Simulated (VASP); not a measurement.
Method: PBE GGA with D3 dispersion (Becke-Johnson damping), VASP's PBE PAW potentials (set 64) (plane waves; VASP).

VASP ran on this input.

POSCAR:
```
PtS2
1.0
  1.7903048155  -3.1008989743   0.0000000000
  1.7903048155   3.1008989743   0.0000000000
  0.0000000000   0.0000000000   4.6608725386
Pt S
1 2
Direct
  0.0000000000   0.0000000000   0.0000000000
  0.3333330000   0.6666670000   0.2585962219
  0.6666670000   0.3333330000   0.7414037781
```

### INCAR
```
LEFG=.True.
LMAXMIX=6
IVDW=12   # D3, Becke-Johnson
ISIF=2   # forces and stress, cell fixed
LWAVE=.False.
NEDOS=601   # DOS grid
ISMEAR=-5
LORBIT=11   # lm-projected
LCHARG=.True.
NELM=100
ENCUT=520   # plane-wave cut-off (eV)
GGA=PE
PREC=Accurate
LREAL=.False.
EDIFF=1E-7
ALGO=Normal   # blocked Davidson
SYSTEM=PtS2
LASPH=.True.
```

File KPOINTS:
```
Automatic mesh
0
Gamma
8 8 6
0 0 0
```

POTCAR, in this order: Pt S (PBE.64 set). Program: vasp_std.

The resulting files:

### OSZICAR
```
       N       E                     dE             d eps       ncg     rms          rms(c)
DAV:   1     0.118991893965E+03    0.11899E+03   -0.10675E+04  1508   0.132E+03
DAV:   2    -0.112944778397E+02   -0.13029E+03   -0.12765E+03  1934   0.253E+02
DAV:   3    -0.165526411786E+02   -0.52582E+01   -0.52225E+01  1906   0.542E+01
DAV:   4    -0.166093370044E+02   -0.56696E-01   -0.56675E-01  1871   0.623E+00
DAV:   5    -0.166102383097E+02   -0.90131E-03   -0.90128E-03  1983   0.754E-01    0.185E+01
DAV:   6    -0.155779456480E+02    0.10323E+01   -0.80022E+00  1535   0.288E+01    0.126E+01
DAV:   7    -0.153353343348E+02    0.24261E+00   -0.13989E+00  1528   0.130E+01    0.589E+00
DAV:   8    -0.153198248021E+02    0.15510E-01   -0.87808E-02  1724   0.218E+00    0.140E+00
DAV:   9    -0.153148172844E+02    0.50075E-02   -0.14187E-02  1717   0.133E+00    0.251E-01
DAV:  10    -0.153149959837E+02   -0.17870E-03   -0.18083E-03  1815   0.316E-01    0.765E-02
DAV:  11    -0.153150372599E+02   -0.41276E-04   -0.57040E-05  1843   0.654E-02    0.421E-02
DAV:  12    -0.153150405007E+02   -0.32408E-05   -0.94093E-06  1815   0.302E-02    0.114E-02
DAV:  13    -0.153150417632E+02   -0.12625E-05   -0.15615E-06  1752   0.991E-03    0.388E-03
DAV:  14    -0.153150418678E+02   -0.10460E-06   -0.20015E-07  1662   0.372E-03    0.995E-04
DAV:  15    -0.153150418690E+02   -0.11905E-08   -0.10026E-08   988   0.870E-04
   1 F= -.16671736E+02 E0= -.16671736E+02  d E =0.000000E+00
```

### OUTCAR
```
------------------------ aborting loop because EDIFF is reached ----------------------------------------
 Edisp (eV)   -1.35669
  FORCE on cell =-STRESS in cart. coord.  units (eV):
  Direction    XX          YY          ZZ          XY          YZ          ZX
  --------------------------------------------------------------------------------------
  Total      -0.05262    -0.05262    -0.02745     0.00000     0.00000    -0.00000
  in kB      -1.62896    -1.62896    -0.84979     0.00000     0.00000    -0.00000
  external pressure =       -1.37 kB  Pullay stress =        0.00 kB
  volume of cell :       51.75
      direct lattice vectors                 reciprocal lattice vectors
     1.790304816 -3.100898974  0.000000000     0.279282051 -0.161243563  0.000000000
     1.790304816  3.100898974  0.000000000     0.279282051  0.161243563  0.000000000
     0.000000000  0.000000000  4.660872539     0.000000000  0.000000000  0.214552102
 POSITION                                       TOTAL-FORCE (eV/Angst)
 -----------------------------------------------------------------------------------
      0.00000      0.00000      0.00000         0.000000     -0.000000      0.000000
      1.79030      1.03364      1.20528         0.000000     -0.000000     -0.018259
      1.79030     -1.03364      3.45559        -0.000000      0.000000      0.018259
 -----------------------------------------------------------------------------------
    total drift:                                0.000000      0.000000      0.000000
  FREE ENERGIE OF THE ION-ELECTRON SYSTEM (eV)
  ---------------------------------------------------
  free  energy   TOTEN  =       -16.6717358539 eV

  energy  without entropy=      -16.6717358539  energy(sigma->0) =      -16.67173585

 total charge

# of ion       s       p       d       tot
------------------------------------------
    1        0.695   0.774   7.984   9.454
    2        1.367   2.262   0.000   3.629
    3        1.367   2.262   0.000   3.629
--------------------------------------------------
tot          3.429   5.299   7.984  16.712

 Electric field gradients after diagonalization (V/A^2)
 (convention: |V_zz| > |V_xx| > |V_yy|)
----------------------------------------------------------------------
 ion       V_xx      V_yy      V_zz     asymmetry (V_yy - V_xx)/ V_zz
----------------------------------------------------------------------
   1     -74.243   -74.243   148.486       0.000
   2      23.020    23.019   -46.039       0.000
   3      23.020    23.019   -46.039       0.000
```
(Selected blocks of OUTCAR.)

The compound is PtS2 in the 1T layered structure. It was relaxed first, which changed the volume by -5 %.
